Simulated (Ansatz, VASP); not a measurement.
# Cross-check of Ta (generalised stacking fault on (110) of Ta) between VASP and Ansatz

One calculation is typed for both programs; each brings its own data sets. How far apart do they land? Of the first pair: The structure shown is the start of the Ansatz relaxation below; VASP solves that cell, so the two are compared at the walk's first step.

Main program and level: Ansatz 0.2.0; plane waves, with VASP 6.6.1 beside it; single point at PBE.

## 1. The structure

The cell holds 12 atoms: 12 Ta. Cell: a = 2.875 Å, b = 2.875 Å, c = 28.208 Å, α = 91.0°, β = 87.1°, γ = 109.5°. It derives from Ta. 48 atoms of Ta, stacked on (1 1 0); one fault a cell: the periodic image above is shifted rigidly by 1.438 A along the in-plane vector of length 2.875 A (1/2<111>); atoms relaxed along the normal alone with the MACE-MP-0b2 potential. Lattice constants are starting values near those of PBE. Folded to one surface cell (a quarter of the atoms). The structure's axis is c.

## 2. Ansatz: relaxation, PBE

Ansatz runs on its default PAW (the set named soft_2) files.

The two programs are compared at the cell with which this relaxation starts, whose forces are those of its first step.

input.yaml

```yaml
crystal:
  lattice:
    - [2.8752, 0.0, 0.0]
    - [-0.9584, 2.71077, 0.0]
    - [1.4376, 0.0, 28.17113]
  atoms:
    - { symbol: Ta, position: [0.90974, 0.0, 0.18052] }
    - { symbol: Ta, position: [0.3683, 0.5, 0.2634] }
    - { symbol: Ta, position: [0.82674, 0.0, 0.34651] }
    - { symbol: Ta, position: [0.2855, 0.5, 0.42901] }
    - { symbol: Ta, position: [0.74424, 0.0, 0.51153] }
    - { symbol: Ta, position: [0.20282, 0.5, 0.59435] }
    - { symbol: Ta, position: [0.66136, 0.0, 0.67729] }
    - { symbol: Ta, position: [0.11996, 0.5, 0.76011] }
    - { symbol: Ta, position: [0.57868, 0.0, 0.84263] }
    - { symbol: Ta, position: [0.03744, 0.5, 0.92513] }
    - { symbol: Ta, position: [0.4959, 0.0, 0.00824] }
    - { symbol: Ta, position: [0.95444, 0.5, 0.09112] }
kpoints:
  mp_grid: { grid: [10, 10, 1] }
hamiltonian:
  xc: pbe
scf:
  occupations: { method: fermi_dirac, width: 0.1 }
output:
  forces: true
relax:
  f_tol: 0.05
  max_steps: 120
  constraints: [{ sites: [0, 1, 2, 3, 4, 5, 6, 7, 8, 9, 10, 11], fix: xy }]
```

Command:

```bash
$ ansatz run input.yaml --threads 5 --pin off --max-ram 81920MiB --backend cuda --events-out ev --progress --plain --runs-dir out
```

Numbers of over 12 decimals in the logs are rounded to 6 here.

Log:

```text
Warning: at least one further symmetry operation maps every atom of the structure, as the run holds it, onto an atom to within 1.33e-5 (fractional), and is not used: to satisfy it, and what else the atoms miss by up to 2.00e-5, twice crystal.symmetry.tolerance (1.0e-5), an atom would have to move by the tolerance or more, and atoms are only ever moved by less. The run uses 1 unitary operations. The run imposes no operation that its atoms and lattice do not hold. Figures that only the operations left out would make equal are not made equal, and some can differ by far more than the structure misses those operations by: [rest of the remark cut]
Engine: ansatz 0.2.0, x86_64-unknown-linux-gnu
Pseudopotentials: kind: paw
Pseudopotential: Ta, paw, valence charge 13, recommended cutoff 420 eV (normal), Ta.paw.azcp
Functional definition: PBE
  parameter kappa = 0.804
  parameter beta = 0.066725
  exchange = pbe_x(kappa = kappa, mu = beta*pi^2/3)
  correlation = pbe_c(beta = beta)
device memory: the entry about to start is reckoned to put 10.0 GiB on a device that reports 72.2 GiB free
GPU FFT provider: cuFFT
GPU libraries: cuBLAS 13.8.2, cuFFT 12.4.0, cuSOLVER 12.3.4
Crystal: 12 atoms, lattice volume = 219.566 Å³
Basis set: ecut = 420 eV, 4305 PW (Γ), exchange–correlation on 40×40×384 points (8 copies of the dense FFT grid, shifted against one another)
Bands: 94, of which v1, the nominal top of the filled ones, is band 78 counted from 1 (77 counted from 0)
Symmetry: 1 space group operations
Space group: P1 (ITA 1), of the structure as read, at distance tolerance 6.0e-5 Å
k-points: 52 of 100 (time reversal used)
Non-local potential: Ta, projectors of the file, l = 0: 3, l = 1: 2, l = 2: 2, l = 3: 1
PAW form: soft (Blöchl's): semilocal exchange-correlation on the pseudo side does not see the compensation charge
PAW one-centre angular grid: Ta, 590 points (default); XC on 64 Gauss nodes
Initial density: superposition of atomic densities (neutral atoms: chi_scale 0, normalization atom), corrected by the library's trained network
Initial wavefunctions: pseudopotential atomic-orbital guess
GPU buffer pool allocated for 76800 grid points (all kernels)
GPU transforms: local potential and band sums: pruned to the plane-wave sphere, on 20×20×192
Functional: x = pbe(κ = 0.804, μ = 0.219515), c = pbe(β = 0.066725)
SCF iter   1: F=—  HF=-119186.939808 eV  |F-HF|=—  |Δ(HF+E_count)|=         —  Δρ=6.02e-3  dr2=7.68e0  ethr=1.77e-3  ⟨swp⟩=5.8  Hψ=19757  notcnv=0
preconditioner: auto → Kerker (q_TF=auto, 2.577 Å⁻¹)  [metal: Δε(μ)=0.003 eV  Ē_g=4.176 eV  σ=0.100 eV  W_gap=0.01  n_scr=64 (ndim 8)  ℏωp=19.4 eV  f_vac=0.000  D(μ)=14.95/eV (n_scr^D=164)]
SCF iter   2: F=—  HF=-119186.904930 eV  |F-HF|=—  |Δ(HF+E_count)|=   3.49e-2  Δρ=2.99e-3  dr2=1.77e0  ethr=1.77e-3  ⟨swp⟩=1.0  Hψ=5669  notcnv=0
SCF iter   3: F=—  HF=-119186.894992 eV  |F-HF|=—  |Δ(HF+E_count)|=   9.94e-3  Δρ=6.08e-4  dr2=2.12e-3  ethr=1.13e-3  ⟨swp⟩=1.0  Hψ=4889  notcnv=0
SCF iter   4: F=—  HF=-119186.894731 eV  |F-HF|=—  |Δ(HF+E_count)|=   2.61e-4  Δρ=9.64e-5  dr2=1.15e-4  ethr=1.36e-6  ⟨swp⟩=2.0  Hψ=5760  notcnv=0
iter 5 did not close the SCF: its close was put off for the readings that it lacked (scf_convergence_deferred on its scf_iter line)
SCF iter   5: F=-119186.894729 eV  HF=-119186.894730 eV  |F-HF|=8.04e-7  |Δ(HF+E_count)|=   1.67e-6  Δρ=2.55e-5  dr2=1.83e-6  ethr=7.36e-8  ⟨swp⟩=1.6  Hψ=5232  notcnv=0
SCF iter   6: F=-119186.894729 eV  HF=-119186.894729 eV  |F-HF|=5.34e-8  |Δ(HF+E_count)|=   2.49e-7  Δρ=5.96e-6  dr2=1.09e-7  ethr=1.17e-9  ⟨swp⟩=1.1  Hψ=11730  notcnv=0
SCF 1 converged in 6 iterations: F = -119186.894729 eV  dr2 = 1.09e-7
  greatest PAW one-centre occupation: 0.999 electrons in one spin orbital (limit 2), on the Ta atom at site 8 (counted from 0), in its partial waves of l = 0
relax step   1: F+E_penalty+E_count = -119186.89472934 eV  Δ(F+E_penalty+E_count) = +0.000e0 eV  max|allowed force component| = 1.656e-1 eV/Å  Δτ_max = 0.0000 Å  (6 SCF iters, dr2 threshold 6.25e-5 eV, accepted)
[...]
relax step   2: F+E_penalty+E_count = -119186.86418501 eV  Δ(F+E_penalty+E_count) = +3.054e-2 eV  max|allowed force component| = 4.360e-1 eV/Å  Δτ_max = 0.1070 Å  (8 SCF iters, rejected (line search))
[...]
relax step   3: F+E_penalty+E_count = -119186.90138845 eV  Δ(F+E_penalty+E_count) = -6.659e-3 eV  max|allowed force component| = 1.290e-2 eV/Å  Δτ_max = 0.0334 Å  (6 SCF iters, accepted)
SCF converged after 6 iterations
Free energy (F): -119186.901388 eV
Harris-Foulkes:  -119186.901388 eV  (|F-HF|=2.01e-8)
Internal energy: -119186.398945 eV  (E = F + TS)
E sigma→0 (E₀):  -119186.650167 eV
Entropy (-TS):   -0.502444 eV (-41.870 meV/atom)
Fermi energy:    18.350071 eV
--- Per-component energies (eV) ---
  E_band       = -1293.411800
  E_kinetic    = 4388.554213
  E_local      = -6725.005225  (includes V_loc(G=0)·N_el)
  E_nonlocal   = 177.029628
  E_hartree    = 2334.179343
  E_xc         = -2620.381482
  E_vxc        = -2447.054946  (∫ρ·V_xc dr)
  E_paw        = -100759.280383  (= ΣΔE_a)
  E_vpaw       = -1355.295039  (= ΣTr[D̂ρ^β])
  E_aug_tail   = 0.001623  (compensation charges beyond the density's cutoff)
  E_ewald      = -15981.496663
  E_smearing   = -0.502444  (= −TS)
  E_closure    = -0.000000  (closes the sum)
  Σ components = -119186.901388   (vs F -119186.901388, Δ=0.00e0)
--- Forces (eV/Å), atoms counted from 1 ---
  atom   1  Ta     0.00897937    -0.00116873     0.01289737
  atom   2  Ta     0.00413300    -0.00166177    -0.00171322
  atom   3  Ta    -0.00674694     0.00111984     0.00086748
  atom   4  Ta     0.00671606    -0.00106229     0.00658304
  atom   5  Ta    -0.00762094    -0.00225824    -0.00296819
  atom   6  Ta     0.00647373     0.00706895     0.00013531
  atom   7  Ta    -0.00637191    -0.00703068    -0.00013757
  atom   8  Ta     0.00741705     0.00218023     0.00296598
  atom   9  Ta    -0.00661452     0.00110240    -0.00658338
  atom  10  Ta     0.00686267    -0.00108158    -0.00086867
  atom  11  Ta    -0.00434622     0.00159386     0.00171548
  atom  12  Ta    -0.00888133     0.00119802    -0.01289384
  max |Σ_I F_I| component: 2.03e-7 eV/Å
--- Relaxed structure (3 steps of the walk, 2 accepted, 0 SCFs on fresh bases) ---
  F+E_penalty+E_count = -119186.90138845 eV   max|allowed force component| = 1.290e-2 eV/Å
  atoms:
    - { symbol: Ta, position: [0.910042, 0.0, 0.179915] }
    - { symbol: Ta, position: [0.368502, 0.5, 0.262995] }
    - { symbol: Ta, position: [0.827333, 0.0, 0.345325] }
    - { symbol: Ta, position: [0.285786, 0.5, 0.428438] }
    - { symbol: Ta, position: [0.744298, 0.0, 0.511414] }
    - { symbol: Ta, position: [0.202819, 0.5, 0.594353] }
    - { symbol: Ta, position: [0.661361, 0.0, 0.677287] }
    - { symbol: Ta, position: [0.119902, 0.5, 0.760226] }
    - { symbol: Ta, position: [0.578394, 0.0, 0.843202] }
    - { symbol: Ta, position: [0.036847, 0.5, 0.926315] }
    - { symbol: Ta, position: [0.495698, 0.0, 0.00864486] }
    - { symbol: Ta, position: [0.954138, 0.5, 0.091724] }
```

The column dr2 measures how far the density is from self-consistency, as an energy; F and HF (Harris–Foulkes) agree once it is small.

## 3. VASP: single point, PBE, start cell, pair 1

The same cell, functional, mesh and smearing now go to VASP, with its own data sets.

Lines of VASP's logs that name or quote its potential files are left out, and so is its time.

INCAR

```
SYSTEM = Ta
PREC = Accurate
ENCUT = 400
EDIFF = 1E-06
NELM = 120
ISMEAR = -1
SIGMA = 0.1
LREAL = .FALSE.
ALGO = Normal
GGA = PE
NBANDS = 81
LASPH = .TRUE.
LORBIT = 11
LWAVE = .FALSE.
LCHARG = .FALSE.
ISIF = 2
GGA_COMPAT = .FALSE.
KPAR = 2
```

POSCAR

```
Ta
1.0
    2.8752000000      0.0000000000      0.0000000000
   -0.9584000000      2.7107700000      0.0000000000
    1.4376000000      0.0000000000     28.1711300000
Ta
12
Direct
    0.9097391549      0.0000000000      0.1805216901
    0.3683014122      0.5000055335      0.2634008646
    0.8267446141      0.0000000000      0.3465107718
    0.2854967820      0.5000055335      0.4290101249
    0.7442346118      0.0000000000      0.5115307764
    0.2028270418      0.5000055335      0.5943496054
    0.6613554373      0.0000000000      0.6772891254
    0.1199460924      0.5000055335      0.7601115042
    0.5786856970      0.0000000000      0.8426286060
    0.0374360901      0.5000055335      0.9251315087
    0.4959153146      0.0000000000      0.0082389311
    0.9544410168      0.5000055335      0.0911216554
```

KPOINTS

```
Automatic mesh
0
Gamma
10 10 1
0 0 0
```

PAW data sets: Ta_pv (PBE family, release 64).

Command:

```bash
$ mpirun -np 2 vasp_std
```

Log:

```text
[banner, memory and clock lines left out]
running    2 mpi-ranks, on    1 nodes
 distrk:  each k-point on    1 cores,    2 groups
 distr:  one band on    1 cores,    1 groups

 POSCAR found type information on POSCAR Ta
 POSCAR found :  1 types and      12 ions
 LDA part: xc-table for (Slater+PW92), standard interpolation
|                                                                             |
|           W    W    AA    RRRRR   N    N  II  N    N   GGGG   !!!           |
|           W    W   A  A   R    R  NN   N  II  NN   N  G    G  !!!           |
|           W    W  A    A  R    R  N N  N  II  N N  N  G       !!!           |
|           W WW W  AAAAAA  RRRRR   N  N N  II  N  N N  G  GGG   !            |
|           WW  WW  A    A  R   R   N   NN  II  N   NN  G    G                |
|           W    W  A    A  R    R  N    N  II  N    N   GGGG   !!!           |
|                                                                             |
|     Your reciprocal lattice and k-lattice belong to different lattice       |
|     classes:                                                                |
|                                                                             |
|        The reciprocal lattice is base-centered monoclinic,                  |
|        whereas your k-lattice is triclinic.                                 |
|                                                                             |
|     Results are often still useful ...                                      |
|                                                                             |

 POSCAR, INCAR and KPOINTS ok, starting setup
 FFT: planning ... GRIDC
 FFT: planning ... GRID_SOFT
 FFT: planning ... GRID
 WAVECAR not read
 entering main loop
       N       E                     dE             d eps       ncg     rms          rms(c)
DAV:   1     0.129472597642E+04    0.12947E+04   -0.63039E+04  8440   0.141E+03
DAV:   2    -0.756514892964E+02   -0.13704E+04   -0.13308E+04  8985   0.468E+02
DAV:   3    -0.145105718188E+03   -0.69454E+02   -0.65369E+02 10504   0.914E+01
DAV:   4    -0.147314942210E+03   -0.22092E+01   -0.21620E+01 10048   0.143E+01
DAV:   5    -0.147393543629E+03   -0.78601E-01   -0.78330E-01 10776   0.219E+00    0.458E+01
DAV:   6    -0.167366811748E+03   -0.19973E+02   -0.83440E+01 12206   0.506E+01    0.289E+01
DAV:   7    -0.346792895373E+03   -0.17943E+03   -0.22046E+03 13104   0.678E+01    0.568E+01
DAV:   8    -0.177265996318E+03    0.16953E+03   -0.49410E+02 10718   0.452E+01    0.259E+01
DAV:   9    -0.145571603972E+03    0.31694E+02   -0.16562E+02 11991   0.300E+01    0.143E+01
DAV:  10    -0.142862512857E+03    0.27091E+01   -0.62922E+01 10872   0.167E+01    0.887E+00
DAV:  11    -0.147900884597E+03   -0.50384E+01   -0.41220E+01 11368   0.227E+01    0.117E+01
DAV:  12    -0.141960707949E+03    0.59402E+01   -0.12232E+01 11192   0.115E+01    0.540E+00
DAV:  13    -0.141994590712E+03   -0.33883E-01   -0.12478E+00 10528   0.459E+00    0.490E+00
DAV:  14    -0.141976824101E+03    0.17767E-01   -0.36931E-01 10640   0.298E+00    0.449E+00
[...]
DAV:  21    -0.141636102325E+03    0.13430E-03   -0.66422E-03 10240   0.429E-01    0.272E-01
DAV:  22    -0.141635790946E+03    0.31138E-03   -0.15632E-03  9984   0.216E-01    0.205E-01
DAV:  23    -0.141635415911E+03    0.37503E-03   -0.12937E-03 10368   0.177E-01    0.736E-02
DAV:  24    -0.141635419767E+03   -0.38554E-05   -0.49169E-04 10600   0.128E-01    0.421E-02
DAV:  25    -0.141635389947E+03    0.29820E-04   -0.16182E-04 10512   0.813E-02    0.300E-02
DAV:  26    -0.141635383983E+03    0.59644E-05   -0.37282E-05 10384   0.330E-02    0.195E-02
DAV:  27    -0.141635376963E+03    0.70195E-05   -0.17799E-05  9776   0.250E-02    0.979E-03
DAV:  28    -0.141635376046E+03    0.91725E-06   -0.81840E-06  7800   0.138E-02
   1 F= -.14163538E+03 E0= -.14138333E+03  d E =-.504085E+00
```

From OUTCAR (step 3):

```text
ion  position               nearest neighbor table
   1  0.910  0.000  0.181-   2 2.86   2 2.86  12 2.90  12 2.90   2 3.31   2 3.31
   2  0.368  0.500  0.263-   1 2.86   1 2.86   3 2.87   3 2.87   1 3.31   1 3.31   3 3.32   3 3.32

  LATTYP: Found a base centered monoclinic cell.
 ALAT       =     2.8752000000
 B/A-ratio  =    19.5959446299
 C/A-ratio  =     1.0000017850
 COS(beta)  =    -0.3333327383

 Subroutine GETGRP returns: Found  1 space group operations
 (whereof  1 operations were pure point group operations)

The static configuration has the point symmetry C_1 .

 Found     52 irreducible k-points:

   k-points           NKPTS =     52   k-points in BZ     NKDIM =     52   number of bands    NBANDS=     81

   dimension x,y,z NGX =    20 NGY =   20 NGZ =  192
   dimension x,y,z NGXF=    40 NGYF=   40 NGZF=  384

   ENCUT  =  400.0 eV  29.40 Ry    5.42 a.u.   4.69  4.69 46.00*2*pi/ulx,y,z

   NELECT =     132.0000    total number of electrons

 k-points in reciprocal lattice and weights: Automatic mesh
   0.00000000  0.00000000  0.00000000       0.010
   0.10000000  0.00000000  0.00000000       0.020
   0.20000000  0.00000000  0.00000000       0.020
   0.30000000 -0.00000000  0.00000000       0.020
   0.40000000  0.00000000  0.00000000       0.020
   0.50000000 -0.00000000  0.00000000       0.010
   0.00000000  0.10000000  0.00000000       0.020
   0.10000000  0.10000000  0.00000000       0.020
   0.20000000  0.10000000  0.00000000       0.020
[...]
0.40000000  0.50000000  0.00000000       0.020
   0.50000000  0.50000000  0.00000000       0.010

 average (electrostatic) potential at core
       1 -36.7972       2 -36.6285       3 -36.5664       4 -36.5604       5 -36.5636
       6 -36.5750       7 -36.5741       8 -36.5637       9 -36.5600      10 -36.5663
      11 -36.6286      12 -36.7975

 E-fermi :   5.3997

 k-point     1 :       0.0000    0.0000    0.0000
  band No.  band energies     occupation
    ...
     56       4.9023      1.98627
     57       5.2775      1.54470
     58       5.3542      1.22359
     59       5.3870      1.06328
     60       5.4052      0.97272
     61       5.6199      0.19914
     62       5.6610      0.13666
     63       5.8011      0.03549
     64       5.8183      0.02997
     65       5.9926      0.00531
    ...

 k-point     2 :       0.1000    0.0000    0.0000
  band No.  band energies     occupation
    ...
     58       5.0877      1.91544
     59       5.1483      1.85026
     60       5.2054      1.74930
     61       5.3985      1.00621
     62       5.4514      0.74708
     63       5.6092      0.21923
     64       5.6506      0.15054
     65       5.7529      0.05683
     66       5.7791      0.04400
     67       5.8141      0.03122
    ...

 k-point     3 :       0.2000    0.0000    0.0000
  band No.  band energies     occupation
    ...
     64       5.1536      1.84277
     65       5.2586      1.60796
     66       5.3183      1.38610
     67       5.3977      1.01009
     68       5.4128      0.93481
     69       5.5297      0.42829
     70       5.5510      0.36110
     71       5.5780      0.28780
     72       6.5748      0.00002
     73       6.9533      0.00000
    ...

  Total        0.9949371      1.5086822      2.4688404     -1.0270804      0.0347119      0.0459552
  in kB        7.2600768     11.0088856     18.0151795     -7.4946273      0.2532931      0.3353362
  external PRESSURE =      12.0947140 kB  Pullay stress =       0.0000000 kB

  energy-cutoff  :      400.00
  volume of cell :      219.57
      direct lattice vectors                 reciprocal lattice vectors
     2.875200000  0.000000000  0.000000000     0.347801892  0.122966291 -0.017748667
    -0.958400000  2.710770000  0.000000000     0.000000000  0.368898874  0.000000000
     1.437600000  0.000000000 28.171130000     0.000000000  0.000000000  0.035497334

 POSITION                                       TOTAL-FORCE (eV/Angst)
 -----------------------------------------------------------------------------------
      2.87520      0.00000      5.08550         0.008634     -0.000905     -0.159587
      0.95840      1.35540      7.42030         0.004381     -0.001572      0.091007
      2.87520      0.00000      9.76160        -0.006972      0.001109     -0.166463
      0.95840      1.35540     12.08570         0.006559     -0.001092      0.005466
      2.87520      0.00000     14.41040        -0.007241     -0.002147      0.047993
      0.95840      1.35540     16.74350         0.006082      0.006910      0.019912
      2.87520      0.00000     19.08000        -0.006247     -0.006922     -0.021220
      0.95840      1.35540     21.41320         0.007577      0.002220     -0.047798
      2.87520      0.00000     23.73780        -0.006732      0.001010     -0.004465
      0.95840      1.35540     26.06200         0.007064     -0.001006      0.166230
      1.43770      0.00000      0.23210        -0.004323      0.001486     -0.090243
      2.39600      1.35540      2.56700        -0.008782      0.000909      0.159170
 -----------------------------------------------------------------------------------
    total drift:                               -0.000147     -0.000008      0.000397

  FREE ENERGIE OF THE ION-ELECTRON SYSTEM (eV)
  ---------------------------------------------------
  free  energy   TOTEN  =      -141.6353760457 eV

  energy  without entropy=     -141.1312911921  energy(sigma->0) =     -141.38333362

 total charge
# of ion       s       p       d       tot
------------------------------------------
    1        0.375   6.154   2.362   8.890
    2        0.369   6.168   2.374   8.911
    3        0.369   6.171   2.375   8.915
    4        0.371   6.172   2.378   8.921
    5        0.370   6.172   2.375   8.917
    6        0.370   6.171   2.372   8.913
    7        0.370   6.171   2.372   8.912
    8        0.370   6.172   2.375   8.917
    9        0.371   6.172   2.377   8.921
   10        0.369   6.171   2.375   8.915
   11        0.369   6.168   2.374   8.911
   12        0.375   6.154   2.362   8.890
--------------------------------------------------
tot          4.448  74.016  28.470 106.934

[... 3 further parts left out ...]
```

The run ends at a pressure of 1.21 GPa, with forces up to 0.17 eV/Å.

## 4. Differences

Known differences besides the potentials themselves: the data sets hold 156 valence electrons in Ansatz (on its default PAW (the set named soft_2) files) and 132 in VASP; the cutoff is 420 eV in Ansatz and 400 eV in VASP. Total energies have different zeros and are not compared.

Forces on 7 of the 12 atoms, those with the largest forces and the largest differences (eV/Å; atoms numbered as in POSCAR):

```
atom         Ansatz x, y, z           VASP x, y, z
 Ta1  0.009, -0.001, -0.157  0.009, -0.001, -0.160
 Ta2   0.004, -0.002, 0.092   0.004, -0.002, 0.091
 Ta3  -0.007, 0.001, -0.166  -0.007, 0.001, -0.166
 Ta5  -0.007, -0.002, 0.048  -0.007, -0.002, 0.048
Ta10   0.007, -0.001, 0.166   0.007, -0.001, 0.166
Ta11  -0.004, 0.002, -0.092  -0.004, 0.001, -0.090
Ta12   -0.009, 0.001, 0.157   -0.009, 0.001, 0.159
```

The forces differ by 0.7 meV/Å r.m.s., which is 1.2 % of the r.m.s. force of 0.060 eV/Å (both taken over all components).

(Continued in part 2 of 2.)

[Lines on the potential files, build, host, timing and source positions are cut from VASP's logs without a mark.]

[Logs are printed without paths, hosts, clocks, repeated set-up lines and the standing remarks that a program may print on its own settings, such as how far it seeks lower states.]

[Hosts, paths, dates, database ids (printed as entryN), source tags and the programs' standing remarks are cut or masked in the printed files.]
